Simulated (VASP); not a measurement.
A run of VASP 6.6.1 is set up as follows.

Contents of INCAR:

```
SYSTEM = Mg6SiB
  PREC = Accurate
  ENCUT = 520
  EDIFF = 1E-8
  ISMEAR = -1
  SIGMA = 0.05
  LREAL = .FALSE.
  LASPH = .TRUE.
  NELM = 60
  ALGO = Normal
  ISIF = 2
  LWAVE = .FALSE.
  LCHARG = .FALSE.
  METAGGA = R2SCAN
  LMIXTAU = .TRUE.
  LUSE_VDW = .TRUE.
  IVDW_NL = 2
  BPARAM = 11.95
  CPARAM = 0.0093
  LEFG = .TRUE.
```

File KPOINTS:

```
regular mesh
0
G
  7 5 5
  0 0 0
```

Contents of POSCAR:

```
Mg6SiB
3.9757
    1.000002012224      0.000000000000      0.000000000000
    0.000000000000      0.978864099404      1.242047186659
    0.000000000000     -0.978864099404      1.242047186659
Si Mg B
1 6 1
Direct
   -0.0011580000      0.9454970000      0.9487560000
    0.5025540000      0.1393870000      0.1391730000
    0.4994120000      0.1033990000      0.6644980000
    0.5015730000      0.6647110000      0.0964610000
   -0.0041540000      0.3720000000      0.3662920000
   -0.0008260000      0.4483190000      0.8163070000
   -0.0006900000      0.8132110000      0.4416610000
    0.4996810000      0.5143600000      0.5231830000
```

Potentials or basis: VASP PAW PBE potentials, release 64 (Si, Mg, B).

Launch:

```console
$ cat potpaw_PBE.64/Si/POTCAR potpaw_PBE.64/Mg/POTCAR potpaw_PBE.64/B/POTCAR > POTCAR
$ mpirun -np 1 vasp_std > vasp.out
```

Q: Predict the largest force.

A: 0.239 eV/Å.

Q: Predict the band gap on the k mesh.

A: None (metal or under the smearing width).

Q: Predict the pressure.

A: -1.4 GPa.

Stress tensor (GPa, compression positive):
```
-1.11  0.00  0.00
 0.00 -0.88  0.19
 0.00  0.19 -2.15
```

Caveat: the PAW data sets were made with another functional, which shifts forces and pressure a little; pairwise dispersion overbinds metals, which lowers pressure and volume.
